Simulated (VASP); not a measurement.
The system is ZnSn2N2.

```
Sn Zn N
1.0
     3.35233    0.00000    0.00000
     0.00000    3.35233    0.00000
     0.00000    0.00000    8.06421
Sn Zn N
2 1 2
Cartesian
  1.6762 1.6762 2.4663
  1.6762 1.6762 5.5980
  0.0000 0.0000 0.0000
  0.0000 1.6762 6.8884
  1.6762 0.0000 1.1758
```

The cell comes from a database or a generator and needn't be the stable form of this composition.

- Program: VASP 6.6.1
- Task: single point
- Functional: PBE
- Potentials or basis: VASP PAW PBE potentials, release 64 (Sn_d, Zn, N)
- Cutoff: 520 eV
- k mesh: 8 × 8 × 4
- Occupations: fermi-dirac, width 0.05 eV
- Spin: no spin polarisation

On this cell: pressure -0.3 GPa; largest force 0.069 eV/Å; band gap on the k mesh none (metal or under the smearing width).

The same run follows on a disturbed copy (atoms moved at random, drawn with an rms of 0.05 Å):

```
Sn Zn N
1.0
     3.35233    0.00000    0.00000
     0.00000    3.35233    0.00000
     0.00000    0.00000    8.06421
Sn Zn N
2 1 2
Direct
  0.48358 0.49952 0.30231
  0.51233 0.49165 0.70120
  0.00291 0.98514 0.00034
  0.00271 0.49502 0.85043
  0.48859 0.99719 0.14464
```

Problem. What changes?

Solution. The energy (extrapolated to zero smearing) moves by +14.7 meV/atom; pressure 1.7 GPa; largest force 1.203 eV/Å; band gap on the k mesh none (metal or under the smearing width).

Forces on the atoms (eV/Å):
```
Sn  -0.028 -0.105  0.439
Sn  -0.475 -0.040 -1.105
Zn  -0.296  0.205 -0.045
N    0.423 -0.122  0.987
N    0.375  0.062 -0.277
```

Stress tensor (GPa, compression positive):
```
 2.62  0.04  1.83
 0.04  0.47 -0.02
 1.83 -0.02  1.95
```
